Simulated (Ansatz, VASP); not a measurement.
# MgO (Periclase) in two plane-wave programs

Aim: how closely do two programs agree when they are given the same cell, functional and k mesh? The cell is taken from a series of runs on this material, whose earlier steps may have relaxed, scaled, displaced or heated it; both programs get it as it stands.

Calculated with Ansatz 0.2.0; plane waves, with VASP 6.6.1 beside it; zone-centre phonons at LDA.

### 1. The structure

It takes space group Fm-3m (No. 225, cubic). The conventional cell has a = 4.161 Å, b = 4.161 Å, c = 4.161 Å, α = 90.00°, β = 90.00°, γ = 90.00°. Nearest to O lie 6 Mg at 2.08 Å. Nearest to Mg lie 6 O at 2.08 Å. Farther neighbours and most contacts between anions are not listed.

Coordinates:

```cif
data_structure
_symmetry_space_group_name_H-M 'Fm-3m'
_symmetry_Int_Tables_number 225
_cell_length_a 4.1606
_cell_length_b 4.1606
_cell_length_c 4.1606
_cell_angle_alpha 90.000
_cell_angle_beta 90.000
_cell_angle_gamma 90.000
_cell_volume 72.02
loop_
_atom_site_label
_atom_site_type_symbol
_atom_site_symmetry_multiplicity
_atom_site_Wyckoff_symbol
_atom_site_fract_x
_atom_site_fract_y
_atom_site_fract_z
_atom_site_occupancy
O1 O 4 b 0.50000 0.00000 0.00000 1
Mg1 Mg 4 a 0.00000 0.00000 0.00000 1
```

### 2. VASP: zone-centre phonons, LDA

Second derivatives magnify differences that forces hide, and they need a tight electronic threshold.

Lines of VASP's logs that name or quote its potential files are left out, and so is its time.

File INCAR:

```
SYSTEM = MgO
PREC = Accurate
ENCUT = 600
EDIFF = 1E-08
NELM = 120
ISMEAR = -1
SIGMA = 0.03
LREAL = .FALSE.
ALGO = Normal
GGA = CA
NELECT = 7.992798
NBANDS = 9
LORBIT = 11
LWAVE = .FALSE.
LCHARG = .FALSE.
ISIF = 2
IBRION = 8
LASPH = .TRUE.
GGA_COMPAT = .FALSE.
KPAR = 2
```

File POSCAR:

```
MgO
1.0
    0.0000000000      2.0803230020      2.0803230020
    2.0803230020      0.0000000000      2.0803230020
    2.0803230020      2.0803230020      0.0000000000
O Mg
1 1
Direct
    0.5000000000      0.5000000000      0.5000000000
    0.0000000000      0.0000000000      0.0000000000
```

File KPOINTS:

```
Automatic mesh
0
Gamma
36 36 36
0 0 0
```

Potentials, in the order of the species: O and Mg (LDA family, release 64).

The run is started by

```console
$ mpirun -np 2 vasp_std
```

Numbers of over 12 decimals in the logs are rounded to 6 here.

The program printed:

```text
[banner, memory and clock lines left out]
running    2 mpi-ranks, on    1 nodes
 distrk:  each k-point on    1 cores,    2 groups
 distr:  one band on    1 cores,    1 groups

 POSCAR found type information on POSCAR O Mg
 POSCAR found :  2 types and       2 ions
 LDA part: xc-table for (Slater(with rela. corr.)+CA(PZ))
 , standard interpolation
 POSCAR, INCAR and KPOINTS ok, starting setup
 FFT: planning ... GRIDC
 FFT: planning ... GRID_SOFT
 FFT: planning ... GRID
 WAVECAR not read
 entering main loop
       N       E                     dE             d eps       ncg     rms          rms(c)
DAV:   1     0.149355617704E+02    0.14936E+02   -0.44972E+03 25432   0.769E+02
DAV:   2    -0.144433359731E+02   -0.29379E+02   -0.28344E+02 25549   0.152E+02
DAV:   3    -0.150299026614E+02   -0.58657E+00   -0.58477E+00 26206   0.207E+01
DAV:   4    -0.150311167931E+02   -0.12141E-02   -0.12141E-02 25630   0.990E-01
DAV:   5    -0.150311193603E+02   -0.25672E-05   -0.25672E-05 25847   0.418E-02BRMIX: very serious problems
 the old and the new charge density differ
 old charge density:     8.00000 new    7.99280
BRMIX: very serious problems
 the old and the new charge density differ
 old charge density:     8.00000 new    7.99280
    0.704E+00
DAV:   6    -0.135338907947E+02    0.14972E+01   -0.90605E+00 22471   0.195E+01    0.222E+00
DAV:   7    -0.134945623640E+02    0.39328E-01   -0.50773E-02 22831   0.247E+00    0.126E+00
DAV:   8    -0.134710867443E+02    0.23476E-01   -0.25772E-02 22556   0.198E+00    0.162E-01
DAV:   9    -0.134709616655E+02    0.12508E-03   -0.16052E-04 29426   0.118E-01    0.110E-01
DAV:  10    -0.134708885100E+02    0.73156E-04   -0.14627E-04 22970   0.132E-01    0.969E-03
DAV:  11    -0.134708873043E+02    0.12058E-05   -0.46359E-06 23430   0.128E-02    0.336E-03
DAV:  12    -0.134708872673E+02    0.36974E-07   -0.26125E-07 25003   0.382E-03    0.480E-04
DAV:  13    -0.134708872653E+02    0.20227E-08   -0.11186E-08 15441   0.787E-04
   1 F= -.13470887E+02 E0= -.13470619E+02  d E =-.536304E-03
 Linear response reoptimize wavefunctions to high precision
DAV:   1    -0.134708872665E+02   -0.12113E-08   -0.25507E-10 18061   0.170E-04
DAV:   2    -0.134708872665E+02   -0.68212E-12   -0.57655E-12 11627   0.194E-05
 Linear response DOF=           2
 Linear response progress:
  Degree of freedom:   1/  2
       N       E                     dE             d eps       ncg     rms          rms(c)
RMM:   1    -0.349694711424E+00   -0.34969E+00    0.37496E-01110367   0.472E+00
RMM:   2    -0.349311291445E+00    0.38342E-03   -0.19822E-03 96481   0.407E-01    0.133E-01
RMM:   3    -0.350684896544E+00   -0.13736E-02   -0.39391E-04 90377   0.157E-01    0.707E-02
RMM:   4    -0.352780494220E+00   -0.20956E-02   -0.40091E-04 86822   0.162E-01    0.173E-02
RMM:   5    -0.352785512897E+00   -0.50187E-05   -0.61849E-06 98704   0.238E-02    0.135E-03
RMM:   6    -0.352788194728E+00   -0.26818E-05   -0.40851E-08102743   0.211E-03    0.766E-04
RMM:   7    -0.352783946880E+00    0.42478E-05   -0.20242E-09101060   0.386E-04    0.571E-05
RMM:   8    -0.352783900604E+00    0.46275E-07   -0.75994E-10102668   0.700E-05    0.151E-05
RMM:   9    -0.352783933798E+00   -0.33194E-07   -0.73409E-10104742   0.235E-05    0.294E-06
RMM:  10    -0.352783942105E+00   -0.83065E-08   -0.73970E-10 83807   0.123E-05    0.464E-07
 first order change of Fermi-energy   0.19598E-02
 force on displaced ion       1 direction 1 :  -6.089   0.000   0.000
 Linear response progress:
  Degree of freedom:   2/  2
       N       E                     dE             d eps       ncg     rms          rms(c)
RMM:   1    -0.218813930079E-02   -0.21881E-02   -0.13120E-05124874   0.577E-01
RMM:   2    -0.213496639667E-02    0.53173E-04   -0.14847E-04 90873   0.936E-02    0.359E-02
RMM:   3    -0.210734110674E-02    0.27625E-04   -0.17619E-05 94833   0.320E-02    0.185E-02
RMM:   4    -0.210615273156E-02    0.11884E-05   -0.15254E-05 96584   0.291E-02    0.331E-03
RMM:   5    -0.210637918918E-02   -0.22646E-06   -0.15686E-07 96975   0.334E-03    0.321E-04
RMM:   6    -0.210640002205E-02   -0.20833E-07   -0.80496E-10 97269   0.256E-04    0.133E-04
RMM:   7    -0.210633359151E-02    0.66431E-07   -0.26541E-10 99825   0.143E-04    0.126E-05
RMM:   8    -0.210634814360E-02   -0.14552E-07   -0.98870E-12101678   0.154E-05    0.279E-06
RMM:   9    -0.210634696569E-02    0.11779E-08   -0.69128E-12 92949   0.495E-06    0.420E-07
 first order change of Fermi-energy   0.62308E-04
 force on displaced ion       2 direction 1 :  -6.080   0.000   0.000
 Linear response finished
```

OUTCAR, selected parts (step 2):

```text
NELECT = 7.992798

 ion  position               nearest neighbor table
   1  0.500  0.500  0.500-   2 2.08   2 2.08   2 2.08   2 2.08   2 2.08   2 2.08
   2  0.000  0.000  0.000-   1 2.08   1 2.08   1 2.08   1 2.08   1 2.08   1 2.08

  LATTYP: Found a face centered cubic cell.
 ALAT       =     4.1606460040

 Subroutine GETGRP returns: Found 48 space group operations
 (whereof 48 operations were pure point group operations)

The static configuration has the point symmetry O_h .

 Found   1240 irreducible k-points:

   k-points           NKPTS =   1240   k-points in BZ     NKDIM =   1240   number of bands    NBANDS=      9

   dimension x,y,z NGX =    24 NGY =   24 NGZ =   24
   dimension x,y,z NGXF=    48 NGYF=   48 NGZF=   48

   ENCUT  =  600.0 eV  44.10 Ry    6.64 a.u.   5.88  5.88  5.88*2*pi/ulx,y,z

 k-points in reciprocal lattice and weights: Automatic mesh
   0.00000000  0.00000000  0.00000000       0.000
   0.02777778  0.00000000  0.00000000       0.000
   0.05555556  0.00000000  0.00000000       0.000
   0.08333333  0.00000000  0.00000000       0.000
   0.11111111  0.00000000  0.00000000       0.000
   0.13888889  0.00000000  0.00000000       0.000
   0.16666667  0.00000000  0.00000000       0.000
   0.19444444  0.00000000  0.00000000       0.000
   0.22222222  0.00000000  0.00000000       0.000
[...]
-0.27777778  0.50000000  0.22222222       0.000
  -0.25000000  0.50000000  0.25000000       0.000

 average (electrostatic) potential at core
       1 -70.5035       2 -34.7129

  Total       -0.2959090     -0.2959090     -0.2959090      0.0000000      0.0000000      0.0000000
  in kB      -26.3297355    -26.3297355    -26.3297355      0.0000000      0.0000000      0.0000000
  external PRESSURE =     -26.3297355 kB  Pullay stress =       0.0000000 kB

  energy-cutoff  :      600.00
  volume of cell :       18.01
      direct lattice vectors                 reciprocal lattice vectors
     0.000000000  2.080323002  2.080323002    -0.240347292  0.240347292  0.240347292
     2.080323002  0.000000000  2.080323002     0.240347292 -0.240347292  0.240347292
     2.080323002  2.080323002  0.000000000     0.240347292  0.240347292 -0.240347292

 POSITION                                       TOTAL-FORCE (eV/Angst)
 -----------------------------------------------------------------------------------
      2.08032      2.08032      2.08032         0.000000      0.000000      0.000000
      0.00000      0.00000      0.00000        -0.000000     -0.000000      0.000000
 -----------------------------------------------------------------------------------
    total drift:                               -0.000000     -0.000000      0.000000

 Eigenvectors and eigenvalues of the dynamical matrix
 ----------------------------------------------------

   1 f  =   12.415548 THz    78.009192 2PiTHz  414.138118 cm-1    51.346560 meV
             X         Y         Z           dx          dy          dz
      2.080323  2.080323  2.080323     0.000000    0.776780    0.000000
      0.000000  0.000000  0.000000     0.000000   -0.629772    0.000000

   2 f  =   12.415548 THz    78.009192 2PiTHz  414.138118 cm-1    51.346560 meV
             X         Y         Z           dx          dy          dz
      2.080323  2.080323  2.080323     0.776780    0.000000    0.000000
      0.000000  0.000000  0.000000    -0.629772    0.000000    0.000000

   3 f  =   12.415548 THz    78.009192 2PiTHz  414.138118 cm-1    51.346560 meV
             X         Y         Z           dx          dy          dz
      2.080323  2.080323  2.080323     0.000000    0.000000    0.776780
      0.000000  0.000000  0.000000     0.000000    0.000000   -0.629772

   4 f/i=    0.004577 THz     0.028757 2PiTHz    0.152666 cm-1     0.018928 meV
             X         Y         Z           dx          dy          dz
      2.080323  2.080323  2.080323    -0.629772    0.000000    0.000000
      0.000000  0.000000  0.000000    -0.776780    0.000000    0.000000

   5 f/i=    0.004577 THz     0.028757 2PiTHz    0.152666 cm-1     0.018928 meV
             X         Y         Z           dx          dy          dz
      2.080323  2.080323  2.080323     0.000000   -0.629772    0.000000
      0.000000  0.000000  0.000000     0.000000   -0.776780    0.000000

   6 f/i=    0.004577 THz     0.028757 2PiTHz    0.152666 cm-1     0.018928 meV
             X         Y         Z           dx          dy          dz
      2.080323  2.080323  2.080323     0.000000    0.000000   -0.629772
      0.000000  0.000000  0.000000     0.000000    0.000000   -0.776780

 ELASTIC MODULI CONTR FROM IONIC RELAXATION (kBar)
 Direction    XX          YY          ZZ          XY          YZ          ZX
 --------------------------------------------------------------------------------
 XX           0.0000      0.0000      0.0000      0.0000      0.0000      0.0000
 YY           0.0000      0.0000      0.0000      0.0000      0.0000      0.0000
 ZZ           0.0000      0.0000      0.0000      0.0000      0.0000      0.0000
 XY           0.0000      0.0000      0.0000      0.0000      0.0000      0.0000
 YZ           0.0000      0.0000      0.0000      0.0000      0.0000      0.0000
 ZX           0.0000      0.0000      0.0000      0.0000      0.0000      0.0000
 --------------------------------------------------------------------------------
```

The cell is charged against a uniform background. The run has no spin, yet a partly filled p shell of the light anion may carry a moment.

### 3. Ansatz: zone-centre phonons, LDA

Ansatz runs on its PAW soft_1 files.

The same cell, functional (in two slightly different forms), mesh and smearing now go to Ansatz, which takes its cutoff from its data sets.

File input.yaml:

```yaml
crystal:
  lattice:
    - [0.0, 2.080323002, 2.080323002]
    - [2.080323002, 0.0, 2.080323002]
    - [2.080323002, 2.080323002, 0.0]
  atoms:
    - { symbol: O, position: [0.5, 0.5, 0.5] }
    - { symbol: Mg, position: [0.0, 0.0, 0.0] }
total_charge: 0.007202
kpoints:
  mp_grid: { grid: [36, 36, 36] }
hamiltonian:
  xc: lda
  pseudopotentials: { kind: paw, azcp: { folder: soft_1 }, xc_functional: pbe }
scf:
  occupations: { method: fermi_dirac, width: 0.03 }
output:
  eigenvalues: true
phonons:
  method: dfpt
```

The run is started by

```console
$ ansatz run input.yaml --threads 8 --pin off --max-ram 16384MiB --backend cpu --events-out ev --progress --plain --runs-dir out
```

The program printed:

```text
Engine: ansatz 0.2.0, aarch64-unknown-linux-gnu
Pseudopotentials: kind: paw
Pseudopotential: O, paw, valence charge 6, recommended cutoff 420 eV (normal), soft_1/O.paw.azcp
Pseudopotential: Mg, paw, valence charge 10, recommended cutoff 420 eV (normal), soft_1/Mg.paw.azcp
Functional definition: SPW92
  exchange = slater_x
  correlation = pw_c
Crystal: 2 atoms, lattice volume = 18.006 Å³
Basis set: ecut = 420 eV, 339 PW (Γ), exchange–correlation on 40×40×40 points (8 copies of the dense FFT grid, shifted against one another)
Bands: 12, of which v1, the nominal top of the filled ones, is band 8 counted from 1 (7 counted from 0)
Symmetry: 48 space group operations
k-points: 3349 of 46656 (irreducible under 8 space group operations, time reversal used)
Non-local potential: O, projectors of the file, l = 0: 2, l = 1: 2, l = 2: 1
Non-local potential: Mg, projectors of the file, l = 0: 3, l = 1: 2, l = 2: 1
PAW form: soft (Blöchl's): semilocal exchange-correlation on the pseudo side does not see the compensation charge
PAW frozen core: O, regenerated for the run's functional, and the local potential with it (the file was generated under x = pbe(κ = 0.804, μ = 0.219515), c = pbe(β = 0.066725))
PAW frozen core: Mg, regenerated for the run's functional, and the local potential with it (the file was generated under x = pbe(κ = 0.804, μ = 0.219515), c = pbe(β = 0.066725))
PAW one-centre angular grid: O, 110 points (default); XC on 64 Gauss nodes
PAW one-centre angular grid: Mg, 110 points (default); XC on 64 Gauss nodes
Initial density: superposition of atomic densities (chi_scale 0.1, normalization cell, long waves kept (reshape's long-wave potential 0.00 eV rms))
Initial wavefunctions: pseudopotential atomic-orbital guess
Functional: x = slater, c = lda
SCF iter   1: F=—  HF=-2460.170312 eV  |F-HF|=—  |Δ(HF+E_count)|=         —  Δρ=6.90e-2  dr2=4.48e-1  ethr=3.10e-3  ⟨swp⟩=6.1  Hψ=247620  notcnv=0
preconditioner: auto → none  [metal: Δε(μ)=0.010 eV  Ē_g=18.550 eV  σ=0.030 eV  W_gap=0.08  n_scr=8 (ndim 8)  ℏωp=24.7 eV  f_vac=0.000  D(μ)=0.17/eV (n_scr^D=0)  sad-step TF]
SCF iter   2: F=—  HF=-2460.125078 eV  |F-HF|=—  |Δ(HF+E_count)|=   4.52e-2  Δρ=3.80e-2  dr2=1.65e-1  ethr=2.80e-3  ⟨swp⟩=2.0  Hψ=80286  notcnv=0
SCF iter   3: F=—  HF=-2460.120846 eV  |F-HF|=—  |Δ(HF+E_count)|=   4.23e-3  Δρ=4.52e-3  dr2=2.18e-3  ethr=1.03e-3  ⟨swp⟩=2.1  Hψ=73592  notcnv=0
SCF iter   4: F=—  HF=-2460.121145 eV  |F-HF|=—  |Δ(HF+E_count)|=   2.98e-4  Δρ=5.57e-4  dr2=3.72e-5  ethr=1.36e-5  ⟨swp⟩=2.0  Hψ=79943  notcnv=0
SCF iter   5: F=—  HF=-2460.121142 eV  |F-HF|=—  |Δ(HF+E_count)|=   2.69e-6  Δρ=1.22e-4  dr2=9.54e-7  ethr=2.33e-7  ⟨swp⟩=2.2  Hψ=61163  notcnv=0
SCF iter   6: F=—  HF=-2460.121143 eV  |F-HF|=—  |Δ(HF+E_count)|=   9.07e-7  Δρ=1.22e-5  dr2=9.19e-9  ethr=5.97e-9  ⟨swp⟩=2.5  Hψ=58339  notcnv=0
SCF iter   7: F=—  HF=-2460.121143 eV  |F-HF|=—  |Δ(HF+E_count)|=   7.70e-9  Δρ=8.60e-7  dr2=3.95e-11  ethr=5.75e-11  ⟨swp⟩=2.4  Hψ=64260  notcnv=0
SCF iter   8: F=-2460.121143 eV  HF=-2460.121143 eV  |F-HF|=4.55e-13  |Δ(HF+E_count)|=  1.23e-11  Δρ=1.63e-8  dr2=2.22e-14  ethr=1.00e-12  ⟨swp⟩=5.8  Hψ=161761  notcnv=0
the search or the solves at the SCF's close seem to have found levels that the self-consistency loop had missed (the run counts 2). By its estimate they hold under 1e-12 electrons; where the run keeps them, the occupations were computed again with them
SCF 1 converged in 8 iterations: F = -2460.121143 eV  dr2 = 2.22e-14
  greatest PAW one-centre occupation: 1.000 electrons in one spin orbital (limit 2), on the Mg atom at site 1 (counted from 0), in its partial waves of l = 1
DFPT response loops at Γ: preconditioner auto → Kerker (q_TF=auto, 2.675 Å⁻¹) (partly filled bands, converged f_vac=0.000); β = 1.00, the filter's whole step (`scf.mixing.beta` (0.50) is not read by the response loops under this deck's `scf.mixing.preconditioner`; to damp them name `kerker` or `kerker_dos`, under which they read `scf.mixing.beta`, and type it under 1.00, their step now; both keys bind the ground state too); Broyden in place of MSR1
SCF converged after 8 iterations
Free energy (F): -2460.121143 eV
Harris-Foulkes:  -2460.121143 eV  (|F-HF|=4.55e-13)
Internal energy: -2460.120603 eV  (E = F + TS)
E sigma→0 (E₀):  -2460.120873 eV
Entropy (-TS):   -0.000540 eV (-0.270 meV/atom)
Fermi energy:    8.117960 eV
--- Per-component energies (eV) ---
  E_band       = -289.150555
  E_kinetic    = 243.332314
  E_local      = -1668.309485  (includes V_loc(G=0)·N_el)
  E_nonlocal   = 249.437878
  E_hartree    = 551.027812
  E_xc         = -99.415052
  E_vxc        = -128.263038  (∫ρ·V_xc dr)
  E_paw        = -431.142010  (= ΣΔE_a)
  E_vpaw       = -87.404679  (= ΣTr[D̂ρ^β])
  E_aug_tail   = 0.000831  (compensation charges beyond the density's cutoff)
  E_ewald      = -1305.300293
  E_core_change = 0.247401  (= ΣΔE_core)
  E_smearing   = -0.000540  (= −TS)
  E_closure    = -0.000000  (closes the sum)
  E_deformation_potential = 0.136583  (in the stress; not in F)
  Σ components = -2460.121143   (vs F -2460.121143, Δ=0.00e0)
--- Band table (eV; the first three rows and the last of 3349) ---
  k-point 0: bands = [... 4 lower, -9.0563, 8.1337, 8.1337, 8.1337, 13.1751, 23.8926, 23.8926, 23.8926]
  k-point 1: bands = [... 4 lower, -9.0468, 8.0759, 8.1279, 8.1279, 13.2298, 23.7531, 23.9131, 23.9131]
  k-point 2: bands = [... 4 lower, -9.0184, 7.9102, 8.1108, 8.1108, 13.3857, 23.3988, 23.9735, 23.9735]
  k-point 3348: bands = [... 4 lower, -7.2543, 5.0393, 5.0393, 6.2682, 19.8488, 19.8488, 20.4697, 23.8983]
--- Phonons (Γ-DFPT): 2 representative perturbations + reference, on 3349 of 46656 k-points (Σ response iterations 6) ---
  k mesh reduced under 8 symmetry operations, with k and −k counted as one. Each operation leaves every solved perturbation unchanged. A smaller set is not used because it would not reduce the number of displacements times k-points to solve
  ASR residual: 4.152e-6 → 0.000e0 eV/Å²; symmetrization residual: 8.618e-7 eV/Å²
  ASR residual per site (eV/Å²): 1.48e-6 4.15e-6
  Γ frequencies (cm⁻¹): 0.00 0.00 0.00 407.67 407.67 407.67
  non-analytic LO–TO correction: not included (Born effective charges unavailable; polar crystals: no LO–TO splitting at Γ)
```

The column dr2 measures how far the density is from self-consistency, as an energy; F and HF (Harris–Foulkes) agree once it is small.

### 4. Comparison

Known differences besides the potentials themselves: the two LDA forms differ slightly; the cutoff is 420 eV in Ansatz and 600 eV in VASP; VASP's log shows a relativistic correction to its local exchange, Ansatz's none. Total energies have different zeros and are not compared.

Both answers:

| quantity | Ansatz | VASP | difference |
| --- | --- | --- | --- |
| optical mode 1 to 3 (cm⁻¹) | 407.7 | 414.1 | -1.56 % |

Modes are paired by rising frequency, not by their patterns, so a pair may set unlike modes beside each other; they are those without the splitting of longitudinal modes. The cell carries a charge of +0.007202 e against a uniform background, so its pressure also hangs on how the neutralising background is counted, and in a defect's cell a gap may be the spacing between its levels.

### 5. Summary of results

| Property | Result |
| --- | --- |
| r.m.s. difference of the optical zone-centre modes, each program's sorted by frequency (zone-centre phonons, LDA) | 6.5 cm⁻¹ |
| difference in optical mode 1 to 3 (zone-centre phonons, LDA) | -1.6 % |

The r.m.s. difference of the optical zone-centre modes, each program's sorted by frequency is 6.5 cm⁻¹ (zone-centre phonons, LDA). The data sets hold unlike numbers of valence electrons (15.9928 in Ansatz and 7.9928 in VASP), so part of the differences comes from the potentials. Among the rows given in per cent, the largest difference of the zone-centre phonons, LDA pair is in optical mode 1 to 3, -1.6 %. How closely two codes agree says nothing of how well the functional describes the real material.

[Lines on the potential files, build, host, timing and source positions are cut from VASP's logs without a mark.]

[Logs are printed without paths, hosts, clocks, repeated set-up lines and the standing remarks that a program may print on its own settings, such as how far it seeks lower states.]

[Hosts, paths, dates, database ids (printed as entryN), source tags and the programs' standing remarks are cut or masked in the printed files.]
